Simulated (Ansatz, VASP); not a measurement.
**Two plane-wave programs on Ge5As**

Contents of INCAR:

```
SYSTEM = Ge5As
PREC = Accurate ; ENCUT = 520
EDIFF = 1E-6 ; ISMEAR = 0
SIGMA = 0.1 ; LREAL = .False.
LASPH = .True. ; NELM = 80
ALGO = Normal ; ISIF = 2
LWAVE = .False. ; LCHARG = .False.
GGA = PE ; NBANDS = 46
```

File KPOINTS:

```
Automatic mesh
0
Gamma
  4 4 4
  0 0 0
```

The input POSCAR:

```
Ge5As
1.0
    0.0000000000      3.9223547800      3.9223547800
    3.9223547800      0.0000000000      3.9223547800
    3.9223547800      3.9223547800      0.0000000000
Ge As
5 1
Direct
    0.2500000000      0.2500000000      0.2500000000
    0.1250000000      0.6250000000      0.6250000000
    0.6250000000      0.6250000000      0.6250000000
    0.6250000000      0.1250000000      0.6250000000
    0.6250000000      0.6250000000      0.1250000000
    0.0000000000      0.0000000000      0.0000000000
```

Input for Ansatz:

```yaml
crystal:
  lattice:
    - [0.0, 3.92235478, 3.92235478]
    - [3.92235478, 0.0, 3.92235478]
    - [3.92235478, 3.92235478, 0.0]
  atoms:
    - { symbol: Ge, position: [0.25, 0.25, 0.25] }
    - { symbol: Ge, position: [0.125, 0.625, 0.625] }
    - { symbol: Ge, position: [0.625, 0.625, 0.625] }
    - { symbol: Ge, position: [0.625, 0.125, 0.625] }
    - { symbol: Ge, position: [0.625, 0.625, 0.125] }
    - { symbol: As, position: [0.0, 0.0, 0.0] }
basis:
  ecutwfc: 420
kpoints:
  mp_grid: { grid: [4, 4, 4] }
hamiltonian:
  xc: pbe
scf:
  occupations: { method: gaussian, width: 0.1 }
  lower_state_search: "off"
output:
  forces: true
  stress: true
  eigenvalues: true
```

Change from the starting cell: species swapped into the ZrCu5 type (F-43m, No. 216).

Alike in both runs: task single point; functional PBE; k mesh 4 × 4 × 4; occupations gaussian, width 0.1 eV; no spin polarisation.

```csv
,VASP,Ansatz
version,VASP 6.6.1,Ansatz 0.2.0
potentials or method,"VASP PAW PBE potentials, release 64 (Ge_d, As)","scalar-relativistic, plane waves, PAW"
plane-wave cutoff (eV),520,420
valence electrons in the cell,75,85
```

|  | VASP | Ansatz | Ansatz less VASP |
| --- | --- | --- | --- |
| gap on the k mesh at the Fermi level (eV) | none | none | - |
| pressure (GPa) | 0.3 | 0.2 | -0.08 |
| rms of the force components (eV/Å) | 0.011 | 0.011 | +0.0002 |

A gap of «none» marks a metal or a gap that the smearing closes. The two sets of potentials don't hold the same shells in valence.
